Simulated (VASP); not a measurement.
Input:

```xyz
6
Lattice="5.0031 0.0000 0.0000 0.0000 5.0031 0.0000 0.0000 0.0000 3.3547" Properties=species:S:1:pos:R:3 pbc="T T T"
Mn     0.0000     0.0000     0.0000
Mn     2.5016     2.5016     1.6774
F      1.5221     1.5221     3.3547
F      4.0237     0.9795     1.6774
F      0.9795     4.0237     1.6774
F      3.4810     3.4810     0.0000
```
Starting moments (μB, in the order of the record's atoms Mn Mn F F F F): 4.6 -4.6 0.0 0.0 0.0 0.0.

Level of theory: revPBE GGA, VASP's PBE PAW potentials (set 64) (plane waves; VASP). Run with 520 eV cut-off, 5×5×7 Γ-centred mesh, tetrahedra with Blöchl corrections, potentials Mn_pv F.

Problem. What does the run give for the cell moment, energy per atom (σ→0)?

Solution. 
```
Item                                   Result
---------------------  ----------------------
cell moment                           0.00 μB
energy per atom (σ→0)  -612.5 kJ/mol of atoms
```

Problem. Give the moment on each site (PAW-sphere projection).

Solution. 
| site | moment (μB) |
|---|---|
| Mn1 | 4.57 |
| Mn2 | -4.57 |
| F3 | -0.03 |
| F4 | 0.03 |
| F5 | 0.03 |
| F6 | -0.03 |

Total energies compare only between runs with the same potentials, cut-off and functional.

The compound is MnF2 in the rutile structure. It was relaxed first, which changed the volume by +7 %.
